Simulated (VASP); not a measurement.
Given:

```yaml
crystal:
  lattice:
    - [2.17037, -6.08311, 0.00000]
    - [2.17037, 6.08311, 0.00000]
    - [0.00000, 0.00000, 4.84716]
  atoms:
    - { symbol: Tl, position: [0.39027, 0.60973, 0.75000] }
    - { symbol: Tl, position: [0.60973, 0.39027, 0.25000] }
    - { symbol: Br, position: [0.86401, 0.13599, 0.25000] }
    - { symbol: Br, position: [0.13599, 0.86401, 0.75000] }
```

Method: PBEsol GGA, VASP's PBE PAW potentials (set 64) (plane waves; VASP). Settings: 400 eV cut-off, 10×10×8 Γ-centred mesh, Gaussian smearing of 0.010 eV, potentials Tl_d Br.

Task: Predict the energy per atom (σ→0).

Result: 
| Property | Result |
|---|---|
| energy per atom (σ→0) | -3020 meV/atom |

Only differences to runs with the same potentials and settings are physical.

The structure comes from a computed database's TlBr entry (Cmcm); how it stands against other phases isn't given here. It was relaxed first, which changed the volume by -6 %.
